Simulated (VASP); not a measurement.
# YB6 (Pm-3m) in VASP: further runs

One crystal, YB6, is run at these levels: LDA; tasks: single point.

All numbers are computed with VASP 6.6.1; they aren't measurements. Logs are shortened: lines on timing, memory, paths and dates and some standing lists are left out, and cuts for length are marked.

### Step 1. The crystal as given

Symmetry: Pm-3m, No. 221, cubic system. Conventional cell: a = 3.941 Å, b = 3.941 Å, c = 3.941 Å, α = 90.00°, β = 90.00°, γ = 90.00°. Y (site symmetry m-3m) has 24 B at 2.90 Å as nearest neighbours. B (site symmetry 4mm) has 5 B at 1.63 Å as nearest neighbours.

### Step 2. Single point, LDA

INCAR

```
SYSTEM = YB6
PREC = Accurate
ENCUT = 520
EDIFF = 1E-7
ISMEAR = 1
SIGMA = 0.1
LREAL = .FALSE.
LASPH = .TRUE.
NELM = 100
ALGO = Normal
ISIF = 2
LWAVE = .FALSE.
LCHARG = .FALSE.
GGA = CA
NBANDS = 24
```

KPOINTS

```
regular mesh
0
G
  7 7 7
  0 0 0
```

POSCAR

```
YB6
1.0
    3.9414219744      0.0000000000      0.0000000000
    0.0000000000      3.9414219744      0.0000000000
    0.0000000000      0.0000000000      3.9414219744
Y B
1 6
Direct
    0.0000000000      0.0000000000      0.0000000000
    0.2070000000      0.5000000000      0.5000000000
    0.5000000000      0.2070000000      0.5000000000
    0.7930000000      0.5000000000      0.5000000000
    0.5000000000      0.7930000000      0.5000000000
    0.5000000000      0.5000000000      0.2070000000
    0.5000000000      0.5000000000      0.7930000000
```

Potentials or basis: VASP PAW LDA potentials, release 64 (Y_sv, B).

Run with:

```sh
> cat potpaw_LDA.64/Y_sv/POTCAR potpaw_LDA.64/B/POTCAR > POTCAR
> mpirun -np 1 vasp_std > vasp.out
```

OUTCAR:

```text
SYSTEM = YB6
   PREC = Accurate
   ENCUT = 520
   EDIFF = 1E-7
   ISMEAR = 1
   LREAL = .FALSE.
   LASPH = .TRUE.
   NELM = 100
   ISIF = 2
   GGA = CA

 ion  position               nearest neighbor table
   1  0.000  0.000  0.000-   2 2.90   3 2.90   4 2.90   5 2.90   6 2.90   7 2.90   2 2.90   3 2.90
                             4 2.90   5 2.90   2 2.90   4 2.90   6 2.90   7 2.90   2 2.90   4 2.90
   2  0.207  0.500  0.500-   4 1.63   3 1.63   5 1.63   6 1.63   7 1.63   1 2.90   1 2.90   1 2.90
                             1 2.90
   3  0.500  0.207  0.500-   5 1.63   4 1.63   2 1.63   6 1.63   7 1.63   1 2.90   1 2.90   1 2.90
                             1 2.90
   4  0.793  0.500  0.500-   2 1.63   3 1.63   5 1.63   6 1.63   7 1.63   1 2.90   1 2.90   1 2.90
                             1 2.90
   5  0.500  0.793  0.500-   3 1.63   2 1.63   4 1.63   6 1.63   7 1.63   1 2.90   1 2.90   1 2.90
                             1 2.90
   6  0.500  0.500  0.207-   7 1.63   3 1.63   4 1.63   5 1.63   2 1.63   1 2.90   1 2.90   1 2.90
                             1 2.90
   7  0.500  0.500  0.793-   6 1.63   3 1.63   4 1.63   5 1.63   2 1.63   1 2.90   1 2.90   1 2.90
                             1 2.90

  LATTYP: Found a simple cubic cell.
 ALAT       =     3.9414219744

  Lattice vectors:

 A1 = (   3.9414219744,   0.0000000000,   0.0000000000)
 A2 = (   0.0000000000,   3.9414219744,   0.0000000000)
 A3 = (   0.0000000000,   0.0000000000,   3.9414219744)

Analysis of symmetry for initial positions (statically):
=====================================================================
 Subroutine PRICEL returns:
 Original cell was already a primitive cell.

 Routine SETGRP: Setting up the symmetry group for a
 simple cubic supercell.

 Subroutine GETGRP returns: Found 48 space group operations
 (whereof 48 operations were pure point group operations)
 out of a pool of 48 trial point group operations.

The static configuration has the point symmetry O_h .

Analysis of symmetry for dynamics (positions and initial velocities):
=====================================================================
 Subroutine PRICEL returns:
 Original cell was already a primitive cell.

 Routine SETGRP: Setting up the symmetry group for a
 simple cubic supercell.

 Subroutine GETGRP returns: Found 48 space group operations
 (whereof 48 operations were pure point group operations)
 out of a pool of 48 trial point group operations.

The dynamic configuration has the point symmetry O_h .

 Subroutine INISYM returns: Found 48 space group operations
 (whereof 48 operations are pure point group operations),
 and found     1 'primitive' translations

----------------------------------------------------------------------------------------

                                     Primitive cell

  volume of cell :      61.2292

  direct lattice vectors                    reciprocal lattice vectors
     3.941421974  0.000000000  0.000000000     0.253715539  0.000000000  0.000000000
     0.000000000  3.941421974  0.000000000     0.000000000  0.253715539  0.000000000
     0.000000000  0.000000000  3.941421974     0.000000000  0.000000000  0.253715539

  length of vectors
     3.941421974  3.941421974  3.941421974     0.253715539  0.253715539  0.253715539

  position of ions in fractional coordinates (direct lattice)
     0.000000000  0.000000000  0.000000000
     0.207000000  0.500000000  0.500000000
     0.500000000  0.207000000  0.500000000
     0.793000000  0.500000000  0.500000000
     0.500000000  0.793000000  0.500000000
     0.500000000  0.500000000  0.207000000
     0.500000000  0.500000000  0.793000000

  ion indices of the primitive-cell ions
   primitive index   ion index
                 1           1
                 2           2
                 3           3
                 4           4
                 5           5
                 6           6
                 7           7

----------------------------------------------------------------------------------------

 KPOINTS: regular mesh

Automatic generation of k-mesh.
 Grid dimensions read from file:
 generate k-points for:    7    7    7

 Generating k-lattice:

  Cartesian coordinates                     Fractional coordinates (reciprocal lattice)
     0.036245077  0.000000000  0.000000000     0.142857143  0.000000000  0.000000000
     0.000000000  0.036245077  0.000000000     0.000000000  0.142857143  0.000000000
     0.000000000  0.000000000  0.036245077     0.000000000  0.000000000  0.142857143

  Length of vectors
     0.036245077  0.036245077  0.036245077

  Shift w.r.t. Gamma in fractional coordinates (k-lattice)
     0.000000000  0.000000000  0.000000000

 Subroutine IBZKPT returns following result:
 ===========================================

 Found     20 irreducible k-points:

 Following reciprocal coordinates:
            Coordinates               Weight
  0.000000  0.000000  0.000000      1.000000
  0.142857  0.000000  0.000000      6.000000
  0.285714  0.000000  0.000000      6.000000
  0.428571  0.000000  0.000000      6.000000
  0.142857  0.142857  0.000000     12.000000
  0.285714  0.142857  0.000000     24.000000
[... 12 lines left out ...]
  0.428571  0.428571  0.285714     24.000000
  0.428571  0.428571  0.428571      8.000000
   k-points           NKPTS =     20   k-points in BZ     NKDIM =     20   number of bands    NBANDS=     24
   number of dos      NEDOS =    301   number of ions     NIONS =      7
   total plane-waves  NPLWV =  27000
   dimension x,y,z NGX =    30 NGY =   30 NGZ =   30
   dimension x,y,z NGXF=    60 NGYF=   60 NGZF=   60
   ions per type =               1   6
   NGX,Y,Z   is equivalent  to a cutoff of  12.65, 12.65, 12.65 a.u.
   NGXF,Y,Z  is equivalent  to a cutoff of  25.31, 25.31, 25.31 a.u.
 SYSTEM =  YB6
   PREC   = accura    normal or accurate (medium, high low for compatibility)
   ISTART =      0    job   : 0-new  1-cont  2-samecut
   ICHARG =      2    charge: 1-file 2-atom 10-const
   ISPIN  =      1    spin polarized calculation?
   LNONCOLLINEAR =      F non collinear calculations
   LSORBIT =      F    spin-orbit coupling
   LASPH  =      T    aspherical Exc in radial PAW
   ENCUT  =  520.0 eV  38.22 Ry    6.18 a.u.   7.33  7.33  7.33*2*pi/ulx,y,z
   NELM   =    100;   NELMIN=  2; NELMDL= -5     # of ELM steps
   EDIFF  = 0.1E-06   stopping-criterion for ELM
   LREAL  =      F    real-space projection
   EDIFFG = 0.1E-05   stopping-criterion for IOM
   NSW    =      0    number of steps for IOM
   IBRION =     -1    ionic relax: 0-MD 1-quasi-New 2-CG
   NFREE  =      0    steps in history (QN), initial steepest desc. (CG)
   ISIF   =      2    stress and relaxation
   ISYM   =      2    0-nonsym 1-usesym 2-fastsym
   POTIM  = 0.5000    time-step for ionic-motion
   TEBEG  =    0.0;   TEEND  =   0.0 temperature during run
   PSTRESS=    0.0 pullay stress
   NELECT =      29.0000    total number of electrons
   NUPDOWN=      -1.0000    fix difference up-down
   EMIN   =  10.00;   EMAX   =-10.00  energy-range for DOS
   EFERMI =   0.00;   METHOD = LEGACY
   ISMEAR =     1;   SIGMA  =   0.10  broadening in eV -4-tet -1-fermi 0-gaus
   EFERMI_NEDOS =   21; number of points for ismear=-14 and -15
   IALGO  =     38    algorithm
   IMIX   =      4    mixing-type and parameters
     AMIX     =   0.40;   BMIX     =  1.00
     AMIX_MAG =   1.60;   BMIX_MAG =  1.00
  volume/ion in A,a.u.               =       8.75        59.03
  Fermi-wavevector in a.u.,A,eV,Ry     =   1.276109  2.411497 22.156477  1.628455
  Thomas-Fermi vector in A             =   2.408784
   LORBIT       =      0    0 simple, 1 ext, 2 COOP (PROOUT), +10 PAW based schemes
   GGA     = CA    functional components
   LHFCALC =     F    Hartree Fock is set to
   AEXX    =    0.0000 exact exchange contribution
   IVDW    =     0    specifies the selected vdW correction
   LEPSILON=     F    determine dielectric tensor
   LRPA    =     F    only Hartree local field effects (RPA)
 non-spin polarized calculation
 Methfessel and Paxton  Order N= 1 SIGMA  =   0.10
  energy-cutoff  :      520.00
  volume of cell :       61.23
 maximum number of plane-waves:      1663
 NGX is ok and might be reduce to    30
   NGX = 15   NGY = 15   NGZ = 15

 number of electron      29.0000001 magnetization

 Free energy of the ion-electron system (eV)
  ---------------------------------------------------
  ext. energy  EPLUGINS =         0.00000000
  ---------------------------------------------------
  free energy    TOTEN  =       -54.02908616 eV

  energy without entropy =      -54.02472138  energy(sigma->0) =      -54.02763123

 E-fermi :   7.4924     XC(G=0): -11.8118

 val. band max:        7.4116447144   @ k =   0.2857   0.2857   0.0000
 cond. band min:       7.5089305592   @ k =   0.4286   0.2857   0.1429
 fundamental gap:      0.0972858448
 Fermi energy:         7.4923965901

 k-point     1 :       0.0000    0.0000    0.0000
  band No.  band energies     occupation
      1     -36.2102      2.00000
      2     -16.3044      2.00000
      3     -16.3044      2.00000
      4     -16.3044      2.00000
      5      -9.8160      2.00000
      6      -1.9796      2.00000
[... 16 lines left out ...]
     23      12.8614      0.00000
     24      14.4797      0.00000

 k-point     2 :       0.1429    0.0000    0.0000
  band No.  band energies     occupation
      1     -36.2088      2.00000
      2     -16.3410      2.00000
      3     -16.3003      2.00000
      4     -16.3003      2.00000
      5      -9.7371      2.00000
      6      -2.6737      2.00000
[... 16 lines left out ...]
     23      12.1504      0.00000
     24      15.2344      0.00000
[... 457 lines left out ...]
     23      13.4721      0.00000
     24      14.4254      0.00000

 k-point    20 :       0.4286    0.4286    0.4286
  band No.  band energies     occupation
      1     -36.1888      2.00000
      2     -16.4144      2.00000
      3     -16.4123      2.00000
      4     -16.4123      2.00000
      5      -9.0756      2.00000
      6      -3.1121      2.00000
[... 16 lines left out ...]
     23      14.1865      0.00000
     24      14.1865      0.00000

------------------------ aborting loop because EDIFF is reached ----------------------------------------

  FORCE on cell =-STRESS in cart. coord.  units (eV):
  Direction    XX          YY          ZZ          XY          YZ          ZX
  --------------------------------------------------------------------------------------
  -------------------------------------------------------------------------------------
  Total        7.6435556      7.6435556      7.6435556      0.0000000     -0.0000000     -0.0000000
  in kB      200.0079280    200.0079280    200.0079280      0.0000000     -0.0000000     -0.0000000
  external PRESSURE =     200.0079280 kB  Pullay stress =       0.0000000 kB

 VOLUME and BASIS-vectors are now :
 -----------------------------------------------------------------------------
  energy-cutoff  :      520.00
  volume of cell :       61.23
      direct lattice vectors                 reciprocal lattice vectors
     3.941421974  0.000000000  0.000000000     0.253715539  0.000000000  0.000000000
     0.000000000  3.941421974  0.000000000     0.000000000  0.253715539  0.000000000
     0.000000000  0.000000000  3.941421974     0.000000000  0.000000000  0.253715539

 POSITION                                       TOTAL-FORCE (eV/Angst)
 -----------------------------------------------------------------------------------
      0.00000      0.00000      0.00000         0.000000     -0.000000      0.000000
      0.81587      1.97071      1.97071        -3.235958     -0.000000      0.000000
      1.97071      0.81587      1.97071         0.000000     -3.235958     -0.000000
      3.12555      1.97071      1.97071         3.235958     -0.000000     -0.000000
      1.97071      3.12555      1.97071        -0.000000      3.235958      0.000000
      1.97071      1.97071      0.81587        -0.000000     -0.000000     -3.235958
      1.97071      1.97071      3.12555         0.000000     -0.000000      3.235958
 -----------------------------------------------------------------------------------
    total drift:                                0.000000     -0.000000     -0.000000

  FREE ENERGIE OF THE ION-ELECTRON SYSTEM (eV)
  ---------------------------------------------------
  free  energy   TOTEN  =       -54.0290861597 eV

  energy  without entropy=      -54.0247213793  energy(sigma->0) =      -54.02763123
```

Wall time 14 s (1 thread of Intel Xeon 6975P-C (Granite Rapids), shared host); peak memory 0.17 GiB.

Results:

```
Free energy            : -54.0291 eV
Pressure               : 20.0 GPa
Largest force          : 3.236 eV/Å
Band gap on the k mesh : none (metal or under the smearing width)
```

Forces on the atoms (eV/Å):
```
Y    0.000  0.000  0.000
B   -3.236  0.000  0.000
B    0.000 -3.236  0.000
B    3.236  0.000  0.000
B    0.000  3.236  0.000
B    0.000  0.000 -3.236
B    0.000  0.000  3.236
```

Caveat: so large a pressure means that the cell lies far from this level's equilibrium, or that cutoff or potentials fall short; forces of over 1 eV/Å show positions far from the minimum, so gaps and moduli don't describe the material at rest.

### Step 3. Single point, LDA

This run uses another cell than the first one, of 10.73 Å³/atom, 1.227 times its volume.

INCAR

```
PREC = Accurate
ENCUT = 520
EDIFF = 1E-6
ISMEAR = 1
SIGMA = 0.1
LREAL = F
LASPH = T
NELM = 100
ALGO = Normal
ISIF = 2
LWAVE = F
LCHARG = F
NBANDS = 24
```

KPOINTS

```
regular mesh
0
Gamma
  7 7 7
```

Changes to POSCAR since step 2:

```diff
@@ -2,5 +2,5 @@
 1.0
-    3.9414219744      0.0000000000      0.0000000000
-    0.0000000000      3.9414219744      0.0000000000
-    0.0000000000      0.0000000000      3.9414219744
+    4.2198786412      0.0000000000      0.0000000000
+    0.0000000000      4.2198786412      0.0000000000
+    0.0000000000      0.0000000000      4.2198786412
 Y B
```

Potentials or basis: VASP PAW LDA potentials, release 64 (Y_sv, B).

Run with:

```sh
> cat potpaw_LDA.64/Y_sv/POTCAR potpaw_LDA.64/B/POTCAR > POTCAR
> mpirun -np 1 vasp_std > vasp.out
```

Run time: 11 s. Hardware: 1 thread of Intel Xeon 6975P-C (Granite Rapids), shared host; peak memory 0.18 GiB.

It converged, with:

* Free energy: -53.9184 eV
* Pressure: -17.0 GPa
* Largest force: 1.348 eV/Å
* Band gap on the k mesh: none (metal or under the smearing width)

Forces in eV/Å, atoms in the order of the input:
```
Y    0.000  0.000  0.000
B   -1.348  0.000  0.000
B    0.000 -1.348  0.000
B    1.348  0.000  0.000
B    0.000  1.348  0.000
B    0.000  0.000 -1.348
B    0.000  0.000  1.348
```

Levels at points of the mesh, in eV from the Fermi level:
```csv
k point,band 11,band 12,band 13,band 14,band 15,band 16,band 17,band 18
"(0.00, 0.00, 0.00)",-6.53,-2.23,-2.23,-2.23,0.82,0.82,1.33,1.33
```

Caveat: so large a pressure means that the cell lies far from this level's equilibrium, or that cutoff or potentials fall short; forces of over 1 eV/Å show positions far from the minimum, so gaps and moduli don't describe the material at rest.
